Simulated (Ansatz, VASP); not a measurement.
**Cross-check of SiO2 between VASP and Ansatz**

One calculation is typed for both programs; each brings its own data sets. How far apart do they land? The cell is taken from a series of runs on this material, whose earlier steps may have relaxed, scaled, displaced or heated it; both programs get it as it stands.

Method: plane waves, with VASP 6.6.1 beside it; single point at LDA, in Ansatz 0.2.0.

**1. The structure**

The structure is orthorhombic, space group Imma (No. 74). The conventional cell has a = 5.247 Å, b = 9.554 Å, c = 8.883 Å, α = 90.00°, β = 90.00°, γ = 90.00°. Nearest to Si lie 4 O at 1.60 to 1.61 Å. O has 2 Si at 1.61 Å nearest. Nearest to O lie 2 Si at 1.61 Å. Nearest to O lie 2 Si at 1.60 Å. Farther neighbours and most contacts between anions are not listed.

**2. VASP: single point, LDA, pair 1**

A single point gives forces, pressure and levels at one fixed geometry, so differences don't come from the geometry; what else differs is listed under the comparison.

Lines of VASP's logs that name or quote its potential files are left out, and so is its time.

File INCAR:

```
SYSTEM = SiO2
PREC = Accurate
ENCUT = 600
EDIFF = 1E-06
NELM = 120
ISMEAR = -1
SIGMA = 0.02
LREAL = .FALSE.
ALGO = Normal
GGA = PW92
NBANDS = 44
LORBIT = 11
LWAVE = .FALSE.
LCHARG = .FALSE.
ISIF = 2
LASPH = .TRUE.
GGA_COMPAT = .FALSE.
EFERMI = MIDGAP
KPAR = 2
```

File POSCAR:

```
SiO2
1.0
   -2.6233364600      4.7767535050      4.4416747250
    2.6233364600     -4.7767535050      4.4416747250
    2.6233364600      4.7767535050     -4.4416747250
Si O
4 8
Direct
    0.9299956488      0.8450145592      0.0849810896
    0.7399665304      0.1549854409      0.5849810896
    0.0700043513      0.1549854409      0.9150189105
    0.2600334696      0.8450145592      0.4150189105
    0.1313392265      0.8813392266      0.2500000000
    0.8686607735      0.1186607736      0.7500000000
    0.7940104510      0.5000000000      0.7940104510
    0.2059895490      0.0000000001      0.7059895490
    0.2059895490      0.5000000000      0.2059895490
    0.7940104510      0.0000000001      0.2940104510
    0.0000000000      0.0000000001      0.0000000000
    0.5000000000      0.0000000001      0.5000000000
```

File KPOINTS:

```
Automatic mesh
0
Gamma
6 6 6
0 0 0
```

PAW data sets: Si and O (LDA family, release 64).

The run is started by

```console
$ mpirun -np 2 vasp_std
```

Numbers of over 12 decimals in the logs are rounded to 6 here.

Output:

```text
[banner, memory and clock lines left out]
running    2 mpi-ranks, on    1 nodes
 distrk:  each k-point on    1 cores,    2 groups
 distr:  one band on    1 cores,    1 groups

 POSCAR found type information on POSCAR SiO
 POSCAR found :  2 types and      12 ions
|                                                                             |
|               ----> ADVICE to this user running VASP <----                  |
|                                                                             |
|     You enforced a specific xc type in the INCAR file but a different       |
|     [... a line on the potential file left out ...]
|     I HOPE YOU KNOW WHAT YOU ARE DOING!                                     |
|                                                                             |

 LDA part: xc-table for (Slater(with rela. corr.)+PW92), standard interpolation
 POSCAR, INCAR and KPOINTS ok, starting setup
 FFT: planning ... GRIDC
 FFT: planning ... GRID_SOFT
 FFT: planning ... GRID
 WAVECAR not read
 entering main loop
       N       E                     dE             d eps       ncg     rms          rms(c)
DAV:   1     0.469576233663E+03    0.46958E+03   -0.32963E+04  4048   0.143E+03
DAV:   2    -0.715935100653E+02   -0.54117E+03   -0.51944E+03  5300   0.317E+02
DAV:   3    -0.117250778721E+03   -0.45657E+02   -0.45404E+02  4968   0.978E+01
DAV:   4    -0.117977595370E+03   -0.72682E+00   -0.72524E+00  5096   0.136E+01
DAV:   5    -0.117992929916E+03   -0.15335E-01   -0.15323E-01  5028   0.190E+00    0.305E+01
DAV:   6    -0.104206876743E+03    0.13786E+02   -0.54683E+01  4696   0.332E+01    0.150E+01
DAV:   7    -0.103935808027E+03    0.27107E+00   -0.15781E+00  4852   0.505E+00    0.525E+00
DAV:   8    -0.103787592526E+03    0.14822E+00   -0.87908E-02  5040   0.173E+00    0.199E+00
DAV:   9    -0.103759114992E+03    0.28478E-01   -0.40813E-02  5136   0.113E+00    0.366E-01
DAV:  10    -0.103765242615E+03   -0.61276E-02   -0.58455E-03  4416   0.360E-01    0.144E-01
DAV:  11    -0.103766871722E+03   -0.16291E-02   -0.34147E-03  4760   0.313E-01    0.823E-02
DAV:  12    -0.103767037939E+03   -0.16622E-03   -0.36033E-04  4768   0.981E-02    0.477E-02
DAV:  13    -0.103767163035E+03   -0.12510E-03   -0.76872E-05  4516   0.418E-02    0.190E-02
DAV:  14    -0.103767197529E+03   -0.34494E-04   -0.12164E-05  4712   0.186E-02    0.866E-03
DAV:  15    -0.103767199938E+03   -0.24094E-05   -0.51948E-06  4548   0.135E-02    0.445E-03
DAV:  16    -0.103767200627E+03   -0.68913E-06   -0.76200E-07  3240   0.531E-03
   1 F= -.10376720E+03 E0= -.10376720E+03  d E =0.000000E+00
```

OUTCAR, selected parts (step 2):

```text
ion  position               nearest neighbor table
   1  0.930  0.845  0.085-  11 1.60   7 1.61  10 1.61   5 1.61   2 3.12   2 3.12
   2  0.740  0.155  0.585-  12 1.60   7 1.61  10 1.61   6 1.61   1 3.12   1 3.12
   3  0.070  0.155  0.915-  11 1.60   9 1.61   8 1.61   6 1.61   4 3.12   4 3.12
   4  0.260  0.845  0.415-  12 1.60   8 1.61   9 1.61   5 1.61   3 3.12   3 3.12
   5  0.131  0.881  0.250-   1 1.61   4 1.61
   6  0.869  0.119  0.750-   2 1.61   3 1.61
   7  0.794  0.500  0.794-   2 1.61   1 1.61
   8  0.206  0.000  0.706-   4 1.61   3 1.61
   9  0.206  0.500  0.206-   3 1.61   4 1.61
  10  0.794  0.000  0.294-   2 1.61   1 1.61
  11  0.000  0.000  0.000-   3 1.60   1 1.60
  12  0.500  0.000  0.500-   2 1.60   4 1.60

  LATTYP: Found a body centered orthorhombic cell.
 ALAT       =     5.2466729200
 B/A-ratio  =     1.6931395544
 C/A-ratio  =     1.8208695598

 Subroutine GETGRP returns: Found  8 space group operations
 (whereof  4 operations were pure point group operations)

The static configuration has the point symmetry C_2h.
 The point group associated with its full space group is D_2h.

 Found     46 irreducible k-points:

   k-points           NKPTS =     46   k-points in BZ     NKDIM =     46   number of bands    NBANDS=     44

   dimension x,y,z NGX =    56 NGY =   56 NGZ =   56
   dimension x,y,z NGXF=   112 NGYF=  112 NGZF=  112

   ENCUT  =  600.0 eV  44.10 Ry    6.64 a.u.  14.04 14.04 14.04*2*pi/ulx,y,z

   NELECT =      64.0000    total number of electrons

 k-points in reciprocal lattice and weights: Automatic mesh
   0.00000000  0.00000000  0.00000000       0.005
   0.16666667 -0.00000000  0.00000000       0.019
   0.33333333 -0.00000000  0.00000000       0.019
   0.50000000 -0.00000000  0.00000000       0.009
  -0.00000000  0.16666667  0.00000000       0.019
   0.16666667  0.16666667  0.00000000       0.037
   0.33333333  0.16666667  0.00000000       0.037
   0.50000000  0.16666667  0.00000000       0.037
  -0.33333333  0.16666667 -0.00000000       0.037
[...]
-0.33333333 -0.33333333  0.33333333       0.009
   0.50000000  0.50000000  0.50000000       0.005

 average (electrostatic) potential at core
       1 -91.0023       2 -91.0023       3 -91.0023       4 -91.0023       5 -76.3900
       6 -76.3900       7 -76.3354       8 -76.3354       9 -76.3354      10 -76.3354
      11 -76.3695      12 -76.3695

 E-fermi :   0.9649

 k-point     1 :       0.0000    0.0000    0.0000
  band No.  band energies     occupation
    ...
     28      -3.0032      2.00000
     29      -2.8126      2.00000
     30      -2.4816      2.00000
     31      -2.1804      2.00000
     32      -1.7490      2.00000
     33       3.6787      0.00000
     34       6.6314      0.00000
     35       6.8547      0.00000
     36       7.0514      0.00000
     37       7.3010      0.00000
    ...

 k-point     2 :       0.1667   -0.0000    0.0000
  band No.  band energies     occupation
    ...
     28      -2.9604      2.00000
     29      -2.6335      2.00000
     30      -2.4286      2.00000
     31      -2.1694      2.00000
     32      -1.7712      2.00000
     33       3.8274      0.00000
     34       6.3587      0.00000
     35       6.8462      0.00000
     36       6.9502      0.00000
     37       7.3166      0.00000
    ...

 k-point     3 :       0.3333   -0.0000    0.0000
  band No.  band energies     occupation
    ...
     28      -2.9595      2.00000
     29      -2.3839      2.00000
     30      -2.3451      2.00000
     31      -2.1185      2.00000
     32      -1.8336      2.00000
     33       4.2318      0.00000
     34       5.6820      0.00000
     35       6.7769      0.00000
     36       7.0922      0.00000
     37       7.3172      0.00000
    ...

  Total       -1.4343063     -0.9662270     -1.6976032      0.0000000      0.0000000      0.0000000
  in kB      -10.3218828     -6.9533839    -12.2166804      0.0000000      0.0000000      0.0000000
  external PRESSURE =      -9.8306490 kB  Pullay stress =       0.0000000 kB

  energy-cutoff  :      600.00
  volume of cell :      222.64
      direct lattice vectors                 reciprocal lattice vectors
    -2.623336460  4.776753505  4.441674725     0.000000000  0.104673603  0.112570152
     2.623336460 -4.776753505  4.441674725     0.190596977  0.000000000  0.112570152
     2.623336460  4.776753505 -4.441674725     0.190596977  0.104673603  0.000000000

 POSITION                                       TOTAL-FORCE (eV/Angst)
 -----------------------------------------------------------------------------------
      0.00000      0.81187      7.50656         0.000000     -0.044116      0.031761
      0.00000      5.58862      1.37679        -0.000000     -0.044116     -0.031761
      2.62334      3.96489     -3.06488        -0.000000      0.044116     -0.031761
      2.62334     -0.81187      3.06488         0.000000      0.044116      0.031761
      2.62334     -2.38838      3.38757        -0.000000      0.000000     -0.012392
      0.00000      7.16513      1.05411         0.000000      0.000000      0.012392
      1.31167      5.19721      2.22084         0.000000      0.013015      0.000000
      1.31167      4.35630     -2.22084         0.000000     -0.013015      0.000000
      1.31167     -0.42045      2.22084         0.000000     -0.013015      0.000000
     -1.31167      5.19721      2.22084         0.000000      0.013015      0.000000
      0.00000     -0.00000      0.00000         0.000000      0.000000     -0.000000
      0.00000      4.77675      0.00000         0.000000      0.000000     -0.000000
 -----------------------------------------------------------------------------------
    total drift:                               -0.000002      0.000004     -0.000003

  FREE ENERGIE OF THE ION-ELECTRON SYSTEM (eV)
  ---------------------------------------------------
  free  energy   TOTEN  =      -103.7672006274 eV

  energy  without entropy=     -103.7672006274  energy(sigma->0) =     -103.76720063

 total charge
# of ion       s       p       d       tot
------------------------------------------
    1        0.646   1.026   0.000   1.672
    2        0.646   1.026   0.000   1.672
    3        0.646   1.026   0.000   1.672
    4        0.646   1.026   0.000   1.672
    5        1.533   3.700   0.000   5.233
    6        1.533   3.700   0.000   5.233
    7        1.534   3.699   0.000   5.233
    8        1.534   3.699   0.000   5.233
    9        1.534   3.699   0.000   5.233
   10        1.534   3.699   0.000   5.233
   11        1.529   3.720   0.000   5.249
   12        1.529   3.720   0.000   5.249
--------------------------------------------------
tot         14.843  33.741   0.000  48.583

[... 3 further parts left out ...]
```

The run ends at a pressure of -0.98 GPa, with forces up to 0.054 eV/Å.

**3. Ansatz: single point, LDA, pair 1**

Ansatz runs on its PAW soft_1 files.

The same cell, functional (in two slightly different forms), mesh and smearing now go to Ansatz, which takes its cutoff from its data sets.

File input.yaml:

```yaml
crystal:
  lattice:
    - [-2.62333646, 4.776753505, 4.441674725]
    - [2.62333646, -4.776753505, 4.441674725]
    - [2.62333646, 4.776753505, -4.441674725]
  atoms:
    - { symbol: Si, position: [0.9299956487, 0.8450145592, 0.0849810896] }
    - { symbol: Si, position: [0.7399665304, 0.1549854408, 0.5849810896] }
    - { symbol: Si, position: [0.0700043513, 0.1549854408, 0.9150189104] }
    - { symbol: Si, position: [0.2600334696, 0.8450145592, 0.4150189104] }
    - { symbol: O, position: [0.1313392265, 0.8813392265, 0.25] }
    - { symbol: O, position: [0.8686607735, 0.1186607735, 0.75] }
    - { symbol: O, position: [0.794010451, 0.5, 0.794010451] }
    - { symbol: O, position: [0.205989549, 0.0, 0.705989549] }
    - { symbol: O, position: [0.205989549, 0.5, 0.205989549] }
    - { symbol: O, position: [0.794010451, 0.0, 0.294010451] }
    - { symbol: O, position: [0.0, 0.0, 0.0] }
    - { symbol: O, position: [0.5, 0.0, 0.5] }
kpoints:
  mp_grid: { grid: [6, 6, 6] }
  band_path:
    path:
      - [0.0, 0.0, 0.0]
      - [0.5, -0.5, 0.5]
      - [0.32540191, -0.32540191, 0.67459809]
      - [-0.32540191, 0.32540191, 0.32540191]
      - [0.46615628, 0.46615628, -0.46615628]
      - [0.53384372, -0.46615628, 0.46615628]
      - [0.0, 0.5, 0.0]
      - [0.25, 0.25, 0.25]
    npoints: 1
hamiltonian:
  xc: lda
  pseudopotentials: { kind: paw, azcp: { folder: soft_1 }, xc_functional: pbe }
scf:
  occupations: { method: fermi_dirac, width: 0.02 }
  n_extra_bands: 8
output:
  eigenvalues: true
  forces: true
  stress: true
```

The run is started by

```console
$ ansatz run input.yaml --threads 2 --pin off --max-ram 92160MiB --backend cuda --events-out ev --progress --plain --runs-dir out --devices 1 --max-vram 13GiB
```

Output:

```text
scf.n_extra_bands = 8 over 32 filled bands (N_el = 64.0): the run solves 40 bands
GPUs: using 1 of 1 available (devices: 1).
Engine: ansatz 0.2.0, x86_64-unknown-linux-gnu
Pseudopotentials: kind: paw
Pseudopotential: Si, paw, valence charge 4, recommended cutoff 420 eV (normal), soft_1/Si.paw.azcp
Pseudopotential: O, paw, valence charge 6, recommended cutoff 420 eV (normal), soft_1/O.paw.azcp
Functional definition: SPW92
  exchange = slater_x
  correlation = pw_c
device memory: the entry about to start is reckoned to put 3.5 GiB on a device that reports 48.8 GiB free (of which the cap on the GPU budget leaves the run 13.0 GiB)
GPU FFT provider: cuFFT
GPU libraries: cuBLAS 13.8.2, cuFFT 12.4.0, cuSOLVER 12.3.4
Crystal: 12 atoms, lattice volume = 222.635 Å³
Basis set: ecut = 420 eV, 4321 PW (Γ)
Bands: 40, of which v1, the nominal top of the filled ones, is band 32 counted from 1 (31 counted from 0)
Symmetry: 8 space group operations
Space group: Imma (ITA 74), of the structure as read, at distance tolerance 6.1e-5 Å
k-points: 46 of 216
Non-local potential: Si, projectors of the file, l = 0: 2, l = 1: 2, l = 2: 1
Non-local potential: O, projectors of the file, l = 0: 2, l = 1: 2, l = 2: 1
PAW form: soft (Blöchl's): semilocal exchange-correlation on the pseudo side does not see the compensation charge
PAW frozen core: Si, regenerated for the run's functional, and the local potential with it (the file was generated under x = pbe(κ = 0.804, μ = 0.219515), c = pbe(β = 0.066725))
PAW frozen core: O, regenerated for the run's functional, and the local potential with it (the file was generated under x = pbe(κ = 0.804, μ = 0.219515), c = pbe(β = 0.066725))
PAW one-centre angular grid: Si, 110 points (default); XC on 64 Gauss nodes
PAW one-centre angular grid: O, 110 points (default); XC on 64 Gauss nodes
Initial density: superposition of atomic densities (chi_scale 0.1, normalization cell, long waves kept (reshape's long-wave potential 0.04 eV rms))
Initial wavefunctions: pseudopotential atomic-orbital guess
GPU buffer pool allocated for 110592 grid points (all kernels)
GPU transforms: local potential and band sums: pruned to the plane-wave sphere, on 48×48×48
Functional: x = slater, c = lda
SCF iter   1: F=—  HF=-6897.605318 eV  |F-HF|=—  |Δ(HF+E_count)|=         —  Δρ=1.07e-1  dr2=2.31e1  ethr=3.10e-3  ⟨swp⟩=8.8  Hψ=9410  notcnv=0
preconditioner: auto → Resta (q_TF=auto, 2.216 Å⁻¹)  ε∞=2.3  [insulator: Δε(μ)=7.387 eV  Ē_g=17.267 eV  σ=0.020 eV  W_gap=1.00  n_scr=40 (ndim 8)  ℏωp=19.9 eV  f_vac=0.296  D(μ)=0.00/eV (n_scr^D=0)  ε∞_Penn≈2.3]
SCF iter   2: F=—  HF=-6891.005246 eV  |F-HF|=—  |Δ(HF+E_count)|=    6.60e0  Δρ=3.81e-2  dr2=1.30e0  ethr=3.10e-3  ⟨swp⟩=4.3  Hψ=5483  notcnv=0  defer=128
SCF iter   3: F=—  HF=-6890.702184 eV  |F-HF|=—  |Δ(HF+E_count)|=   3.03e-1  Δρ=1.65e-2  dr2=3.89e-1  ethr=2.04e-3  ⟨swp⟩=3.4  Hψ=3107  notcnv=0  defer=128
SCF iter   4: F=—  HF=-6890.622994 eV  |F-HF|=—  |Δ(HF+E_count)|=   7.92e-2  Δρ=6.42e-3  dr2=6.17e-2  ethr=6.08e-4  ⟨swp⟩=3.0  Hψ=2088  notcnv=0  defer=128
SCF iter   5: F=—  HF=-6890.613496 eV  |F-HF|=—  |Δ(HF+E_count)|=   9.50e-3  Δρ=1.64e-3  dr2=4.78e-3  ethr=9.64e-5  ⟨swp⟩=4.2  Hψ=3807  notcnv=0  defer=134
SCF iter   6: F=—  HF=-6890.613290 eV  |F-HF|=—  |Δ(HF+E_count)|=   2.06e-4  Δρ=2.03e-4  dr2=1.75e-4  ethr=7.48e-6  ⟨swp⟩=2.1  Hψ=2934  notcnv=0  defer=134
SCF iter   7: F=—  HF=-6890.613666 eV  |F-HF|=—  |Δ(HF+E_count)|=   3.76e-4  Δρ=5.49e-5  dr2=7.86e-6  ethr=2.74e-7  ⟨swp⟩=2.7  Hψ=3001  notcnv=0  defer=134
SCF iter   8: F=—  HF=-6890.613959 eV  |F-HF|=—  |Δ(HF+E_count)|=   2.92e-4  Δρ=3.27e-5  dr2=1.91e-6  ethr=1.23e-8  ⟨swp⟩=2.1  Hψ=3142  notcnv=0  defer=134
SCF iter   9: F=—  HF=-6890.613961 eV  |F-HF|=—  |Δ(HF+E_count)|=   2.09e-6  Δρ=1.46e-5  dr2=3.91e-7  ethr=2.99e-9  ⟨swp⟩=2.0  Hψ=3127  notcnv=0  defer=134
SCF iter  10: F=-6890.613961 eV  HF=-6890.613961 eV  |F-HF|=1.02e-7  |Δ(HF+E_count)|=   5.07e-7  Δρ=3.15e-6  dr2=2.80e-8  ethr=1.56e-10  ⟨swp⟩=17.0  Hψ=11962  notcnv=0
SCF 1 converged in 10 iterations: F = -6890.613961 eV  dr2 = 2.80e-8
  greatest PAW one-centre occupation: 0.854 electrons in one spin orbital (limit 2), on the O atom at site 9 (counted from 0), in its partial waves of l = 0
device memory: the entry about to start is reckoned to put 2.3 GiB on a device that reports 49.2 GiB free (of which the cap on the GPU budget leaves the run 13.0 GiB)
NSCF: frozen V_eff on 8 k-points
SCF converged after 10 iterations
Free energy (F): -6890.613961 eV
Harris-Foulkes:  -6890.613961 eV  (|F-HF|=1.02e-7)
Internal energy: -6890.613961 eV  (E = F + TS)
E sigma→0 (E₀):  -6890.613961 eV
Fermi energy:    1.877572 eV
--- Per-component energies (eV) ---
  E_band       = -503.113600
  E_kinetic    = 1547.651609
  E_local      = -6058.303656  (includes V_loc(G=0)·N_el)
  E_nonlocal   = 529.253180
  E_hartree    = 2387.962799
  E_xc         = -789.200787
  E_vxc        = -919.347841  (∫ρ·V_xc dr)
  E_paw        = -3165.881347  (= ΣΔE_a)
  E_vpaw       = -378.296389  (= ΣTr[D̂ρ^β])
  E_aug_tail   = 0.006879  (compensation charges beyond the density's cutoff)
  E_ewald      = -1343.215334
  E_core_change = 1.112695  (= ΣΔE_core)
  E_smearing   = -0.000000  (= −TS)
  E_closure    = 0.000000  (closes the sum)
  Σ components = -6890.613961   (vs F -6890.613961, Δ=0.00e0)
--- Forces (eV/Å), atoms counted from 1 ---
  atom   1  Si     0.00000000     0.00274900    -0.00082183
  atom   2  Si     0.00000000     0.00274900     0.00082183
  atom   3  Si     0.00000000    -0.00274900     0.00082183
  atom   4  Si     0.00000000    -0.00274900    -0.00082183
  atom   5  O      0.00000000     0.00000000     0.00229552
  atom   6  O      0.00000000     0.00000000    -0.00229552
  atom   7  O      0.00000000    -0.00151383    -0.00000000
  atom   8  O      0.00000000     0.00151383     0.00000000
  atom   9  O      0.00000000     0.00151383     0.00000000
  atom  10  O      0.00000000    -0.00151383    -0.00000000
  atom  11  O      0.00000000     0.00000000     0.00000000
  atom  12  O      0.00000000     0.00000000     0.00000000
  max |Σ_I F_I| component: 2.17e-19 eV/Å
--- Stress (GPa, compression-positive) ---
       -1.048332       0.000000       0.000000
        0.000000      -0.638236       0.000000
        0.000000       0.000000      -1.169581
  P = ⅓ Tr σ = -0.9520 GPa (-9.520 kbar)
--- Band table (eV; the first three rows and the last of 46) ---
  k-point 0: bands = [... 28 lower, -1.9178, -1.5787, -1.2804, -0.8544, 4.5743, 7.5399, 7.7564, 7.9506, ... 4 higher]
  k-point 1: bands = [... 28 lower, -1.8614, -1.7560, -1.2106, -1.0170, 4.8852, 7.5330, 7.8869, 7.9587, ... 4 higher]
  k-point 2: bands = [... 28 lower, -2.0894, -1.5206, -1.3768, -1.1555, 5.7021, 7.5232, 8.0109, 8.0279, ... 4 higher]
  k-point 45: bands = [... 28 lower, -1.4183, -1.0844, -1.0553, -0.8779, 6.4864, 6.5458, 6.8516, 6.9806, ... 4 higher]
```

In the SCF lines HF is the Harris–Foulkes energy and dr2 the Hartree energy of the density residual, in eV; the loop may stop once dr2 is under the threshold and the program's other checks hold. Hψ counts applications of the Hamiltonian.

**4. Comparison**

Known differences besides the potentials themselves: the cutoff is 420 eV in Ansatz and 600 eV in VASP; VASP's log shows a relativistic correction to its local exchange, Ansatz's none. Total energies have different zeros and are not compared.

Both answers:

| quantity | Ansatz | VASP | difference |
| --- | --- | --- | --- |
| pressure (GPa) | -0.95 | -0.98 | +0.03 |
| gap on the k mesh (eV) | 5.429 | 5.428 | +0.001 |

At this near-relaxed geometry the largest component of a force difference is 47 meV/Å. A gap on the mesh is an upper bound, since the band edges may lie between its points.

(Continued in part 2 of 2.)

[Lines on the potential files, build, host, timing and source positions are cut from VASP's logs without a mark.]

[Logs are printed without paths, hosts, clocks, repeated set-up lines and the standing remarks that a program may print on its own settings, such as how far it seeks lower states.]

[Hosts, paths, dates, database ids (printed as entryN), source tags and the programs' standing remarks are cut or masked in the printed files.]
